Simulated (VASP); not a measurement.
A run of VASP 6.6.1 is set up as follows.

Contents of INCAR:

```
PREC = Accurate
ENCUT = 520
EDIFF = 1E-6
ISMEAR = 0
SIGMA = 0.1
LREAL = F
LASPH = T
NELM = 100
ALGO = Fast
ISIF = 2
LWAVE = F
LCHARG = T
LELF = T
LVHAR = T
NBANDS = 18
```

KPOINTS

```
Automatic mesh
0
Gamma
  14 14 14
```

The input POSCAR:

```
GaIr
1.0
    2.9979262637      0.0000000000      0.0000000000
    0.0000000000      2.9979262637      0.0000000000
    0.0000000000      0.0000000000      2.9979262637
Ga Ir
1 1
Direct
    0.0000000000      0.0000000000      0.0000000000
    0.5000000000      0.5000000000      0.5000000000
```

Potentials or basis: VASP PAW LDA potentials, release 64 (Ga_d, Ir).

Run with:

```bash
$ cat potpaw_LDA.64/Ga_d/POTCAR potpaw_LDA.64/Ir/POTCAR > POTCAR
$ mpirun -np 1 vasp_std > vasp.out
```

(1) Estimate the band gap on the k mesh.

(2) What does it give for the pressure?

Results:

(1) none (metal or under the smearing width).

(2) 1.4 GPa.
